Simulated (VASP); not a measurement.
VSe2: single point with LDA+U

Crystal: VSe2.

```
V Se
1.0
     3.35500    0.00000    0.00000
    -1.67750    2.90552    0.00000
     0.00000    0.00000    6.13400
V Se
1 2
Direct
  0.00000 0.00000 0.00000
  0.33333 0.66667 0.25000
  0.66667 0.33333 0.75000
```

```json
{"Program": "VASP 6.6.1", "Task": "single point", "Functional": "LDA", "Potentials or basis": "VASP PAW LDA potentials, release 64 (V_sv, Se)", "Cutoff": "520 eV", "k mesh": "7 × 7 × 3", "Occupations": "gaussian, width 0.05 eV", "Spin": "collinear spin, typed start", "Starting moments": "[1.0, 0.0, 0.0] μB", "Hubbard terms": "V d U = 4.0 eV"}
```

```yaml
Pressure: 2.0 GPa
Largest_force: 0.149 eV/Å
Band_gap_on_the_k_mesh: none (metal or under the smearing width)
Net_moment: 1.08 μB per cell
Site_moments: V +1.29; Se -0.12 μB
Valence_electrons_inside_the_program's_atomic_spheres: V 11.47; Se 3.89
```

Forces on the atoms (eV/Å):
```
V    0.000  0.000  0.000
Se   0.000  0.000  0.149
Se   0.000  0.000 -0.149
```

Stress tensor (GPa, compression positive):
```
2.89 0.00 0.00
0.00 2.89 0.00
0.00 0.00 0.34
```

Levels at points of the mesh, in eV from the Fermi level:
Spin up:
| k point | band 9 | band 10 | band 11 | band 12 | band 13 | band 14 | band 15 | band 16 | band 17 | band 18 |
| --- | --- | --- | --- | --- | --- | --- | --- | --- | --- | --- |
| (0.00, 0.00, 0.00) | -2.84 | -1.97 | -0.55 | -0.55 | -0.44 | 0.73 | 0.73 | 2.95 | 2.95 | 5.79 |
Spin down:
| k point | band 10 | band 11 | band 12 | band 13 | band 14 | band 15 |
| --- | --- | --- | --- | --- | --- | --- |
| (0.00, 0.00, 0.00) | -0.48 | 0.63 | 0.63 | 0.95 | 0.95 | 1.38 |

Eigenvalues of the final occupation matrices:
| site | spin | trace | eigenvalues |
| --- | --- | --- | --- |
| site 1 d | 1 | 2.14 | 0.25 0.25 0.41 0.41 0.80 |
| site 1 d | 2 | 0.86 | 0.06 0.10 0.10 0.30 0.30 |

Wall time 58 s on 1 thread of Intel(R) Xeon(R) Platinum 8488C (Sapphire Rapids) (shared host), peak memory 0.19 GiB.

The state reached can hang on the start; a lower one may exist.
